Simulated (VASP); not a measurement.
Calculation: PBEsol GGA, VASP's PBE PAW potentials (set 64) (plane waves; VASP).

VASP ran on this input.

File KPOINTS:
```
Automatic mesh
0
Gamma
14 14 10
0 0 0
```

**INCAR**
```
SYSTEM = ZrIn
PREC = Accurate; ENCUT = 300; LREAL = .False.
LASPH = .True.
EDIFF = 1E-6; NELM = 100; ALGO = Normal
LMAXMIX = 4
ISMEAR = -1; SIGMA = 0.136
GGA = PS
ISIF = 2
LWAVE = .False.; LCHARG = .False.
```

File POSCAR:
```
ZrIn
8.9420520
  0.3525571088   0.0000000000   0.0000000000
  0.0000000000   0.3525571088   0.0000000000
  0.0000000000   0.0000000000   0.5000000000
Zr In
1 1
Direct
  0.0000000000   0.0000000000   0.0000000000
  0.5000000000   0.5000000000   0.5000000000
```

POTCAR, in this order: Zr_sv In_d (PBE.64 set). Program: vasp_std.

At this cut-off the stress carries a Pulay error, which pulls relaxed volumes low. Unless said otherwise, spin-orbit coupling is left out, though it shifts the bands of the heavy elements here.

Question: Estimate the energy per atom (σ→0), pressure, band gap (on the k-mesh).

Answer: 
The energy per atom (σ→0) is -6.411 eV/atom, the band gap (on the k-mesh) is none (metal, semimetal or under 0.01 eV) and the pressure is -4.55 GPa.

File OSZICAR:
```
...
DAV:   6    -0.129584472899E+02    0.53577E+00   -0.12546E+00  8624   0.988E+00    0.428E+00
DAV:   7    -0.128699477285E+02    0.88500E-01   -0.32945E-01 11408   0.596E+00    0.101E+00
DAV:   8    -0.128651505349E+02    0.47972E-02   -0.13915E-02  8480   0.883E-01    0.380E-01
DAV:   9    -0.128646549434E+02    0.49559E-03   -0.13929E-03 11024   0.416E-01    0.777E-02
DAV:  10    -0.128646498205E+02    0.51229E-05   -0.85503E-05  9936   0.778E-02    0.233E-02
DAV:  11    -0.128646478644E+02    0.19561E-05   -0.63406E-06  9256   0.326E-02    0.876E-03
DAV:  12    -0.128646471014E+02    0.76300E-06   -0.11587E-06  5744   0.104E-02
   1 F= -.12864647E+02 E0= -.12821678E+02  d E =-.859376E-01
```

The structure comes from a computed database's ZrIn entry (P4/mmm); how it stands against other phases isn't given here. The cell was not relaxed at this level. The electron count is odd and the run is not spin-polarised, which forces a metal.
